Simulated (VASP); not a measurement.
Method: PBE GGA, VASP's PBE PAW potentials (set 64) (plane waves; VASP 6.6.1).

A VASP calculation is set up with these files.

File KPOINTS:
```
kpoints
0
gamma
 6 6 4
0 0 0
```

**INCAR**
```
ALGO = Normal
EDIFF = 1E-7
ENCUT = 600
GGA = PE
ISIF = 2
ISMEAR = 0
LASPH = .TRUE.
LCHARG = .FALSE.
LMAXMIX = 4
LREAL = .FALSE.
LWAVE = .FALSE.
NELM = 100
PREC = Accurate
SIGMA = 0.05
SYSTEM = PbO
```

POSCAR:
```
PbO
1
    4.0566560701     0.0000000000     0.0000000000
    0.0000000000     4.0566560701    -0.0000000000
    0.0000000000    -0.0000000000     5.4520768857
Pb O
2 2
Direct
  0.5000000000   0.0000000000   0.7814729658
  1.0000000000   0.5000000000   0.2185270342
  0.5000000000   0.5000000000   1.0000000000
  1.0000000000   0.0000000000   1.0000000000
```

POTCAR, in this order: Pb_d O (PBE.64 set). Program: vasp_std.

The resulting files:

### OSZICAR
```
       N       E                     dE             d eps       ncg     rms          rms(c)
DAV:   1     0.464781145703E+03    0.46478E+03   -0.21648E+04  1440   0.210E+03
DAV:   2     0.405198149503E+02   -0.42426E+03   -0.41675E+03  1512   0.504E+02
DAV:   3    -0.240620989591E+02   -0.64582E+02   -0.64013E+02  2008   0.199E+02
DAV:   4    -0.263603144313E+02   -0.22982E+01   -0.22970E+01  1544   0.423E+01
DAV:   5    -0.264407724884E+02   -0.80458E-01   -0.80452E-01  2096   0.786E+00    0.126E+01
DAV:   6    -0.217590760385E+02    0.46817E+01   -0.39217E+01  2336   0.457E+01    0.576E+00
DAV:   7    -0.215484737263E+02    0.21060E+00   -0.36709E+00  1832   0.144E+01    0.266E+00
DAV:   8    -0.215650708755E+02   -0.16597E-01   -0.11350E+00  2000   0.766E+00    0.160E+00
DAV:   9    -0.215165956681E+02    0.48475E-01   -0.28730E-01  2176   0.444E+00    0.319E-01
DAV:  10    -0.215200972719E+02   -0.35016E-02   -0.26827E-02  1760   0.104E+00    0.110E-01
DAV:  11    -0.215200853784E+02    0.11893E-04   -0.63245E-03  2368   0.615E-01    0.106E-01
DAV:  12    -0.215199689143E+02    0.11646E-03   -0.60599E-04  1992   0.269E-01    0.647E-02
DAV:  13    -0.215199350113E+02    0.33903E-04   -0.45009E-04  2376   0.175E-01    0.123E-02
DAV:  14    -0.215199328247E+02    0.21866E-05   -0.54903E-05  2128   0.691E-02    0.335E-03
DAV:  15    -0.215199328441E+02   -0.19327E-07   -0.46774E-06  1960   0.264E-02    0.160E-03
DAV:  16    -0.215199335644E+02   -0.72032E-06   -0.88743E-07  1952   0.111E-02    0.155E-03
DAV:  17    -0.215199334779E+02    0.86447E-07   -0.20722E-07  1088   0.529E-03
   1 F= -.21519933E+02 E0= -.21519933E+02  d E =-.853426E-12
```

**OUTCAR**
```
------------------------ aborting loop because EDIFF is reached ----------------------------------------
  FORCE on cell =-STRESS in cart. coord.  units (eV):
  Direction    XX          YY          ZZ          XY          YZ          ZX
  --------------------------------------------------------------------------------------
  Total        0.0217267      0.0217267      0.0376034      0.0000000     -0.0000000      0.0000000
  in kB        0.3879768      0.3879768      0.6714897      0.0000000     -0.0000000      0.0000000
  external PRESSURE =       0.4824811 kB  Pullay stress =       0.0000000 kB
  volume of cell :       89.72
      direct lattice vectors                 reciprocal lattice vectors
     4.056656070  0.000000000  0.000000000     0.246508450  0.000000000  0.000000000
     0.000000000  4.056656070  0.000000000     0.000000000  0.246508450  0.000000000
     0.000000000  0.000000000  5.452076886     0.000000000  0.000000000  0.183416342
 POSITION                                       TOTAL-FORCE (eV/Angst)
 -----------------------------------------------------------------------------------
      2.02833      0.00000      4.26065        -0.000000      0.000000      0.013957
      0.00000      2.02833      1.19143         0.000000      0.000000     -0.013957
      2.02833      2.02833      0.00000         0.000000     -0.000000      0.000000
      0.00000      0.00000      0.00000         0.000000      0.000000      0.000000
 -----------------------------------------------------------------------------------
    total drift:                                0.000000     -0.000000     -0.000000
  FREE ENERGIE OF THE ION-ELECTRON SYSTEM (eV)
  ---------------------------------------------------
  free  energy   TOTEN  =       -21.5199334779 eV

  energy  without entropy=      -21.5199334779  energy(sigma->0) =      -21.51993348
```
(Selected blocks of OUTCAR.)

Without a dispersion term in the relaxation, distances and binding between the weakly bound layers, chains or molecules are unreliable, and so is what depends on them.

The compound is PbO in the litharge structure. It was relaxed first, which changed the volume by +13 %.
